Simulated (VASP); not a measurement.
VASP ran on this input.

INCAR:
```
SYSTEM = RbBr
PREC = Accurate; ENCUT = 520; LREAL = .FALSE.
LASPH = .TRUE.
EDIFF = 1E-7; NELM = 100; ALGO = Normal
LMAXMIX = 4
ISMEAR = 0; SIGMA = 0.05
GGA = PE; IVDW = 12
ISIF = 2
LWAVE = .FALSE.; LCHARG = .FALSE.
```

**POSCAR**
```
RbBr
1
    0.0000000000     3.5125661732     3.5125661732
    3.5125661732     0.0000000000     3.5125661732
    3.5125661732     3.5125661732     0.0000000000
Rb Br
1 1
Direct
  0.0000000000   0.0000000000   0.0000000000
  0.5000000000   0.5000000000   0.5000000000
```

KPOINTS:
```
Automatic
0
Gamma
 7 7 7
```

POTCAR, in this order: Rb_sv Br (PBE.64 set). Program: vasp_std.

**Question.** Translate this PBE-D3(BJ) calculation to Quantum ESPRESSO's pw.x.

**Answer.** One equivalent input (not run):
```
&CONTROL
  calculation = 'scf'
  pseudo_dir = './pseudo'
  outdir = './out'
  tprnfor = .true.
  tstress = .true.
/
&SYSTEM
  ibrav = 0
  nat = 2
  ntyp = 2
  ecutwfc = 46.3
  occupations = 'smearing'
  smearing = 'gaussian'
  degauss = 0.003675
  input_dft = 'pbe'
  vdw_corr = 'grimme-d3'
  dftd3_version = 4
  dftd3_threebody = .false.
/
&ELECTRONS
  conv_thr = 7.3e-09
  electron_maxstep = 100
/
ATOMIC_SPECIES
  Rb 85.468 Rb.upf
  Br 79.904 Br.upf
CELL_PARAMETERS angstrom
     0.0000000    3.5125662    3.5125662
     3.5125662    0.0000000    3.5125662
     3.5125662    3.5125662    0.0000000
ATOMIC_POSITIONS crystal
  Rb   0.0000000  0.0000000  0.0000000
  Br   0.5000000  0.5000000  0.5000000
K_POINTS automatic
  7 7 7 0 0 0
```
Limits of the translation: the potentials are each code's own (VASP's PAW set, PseudoDojo norm-conserving files in pw.x), so ENCUT and ecutwfc are chosen apart and not converted; conv_thr bounds pw.x's estimated SCF error, while EDIFF bounds the energy change between steps.

The compound is RbBr in the rock salt structure. This cell is one point of a volume scan, at 1.06 of the reference volume.
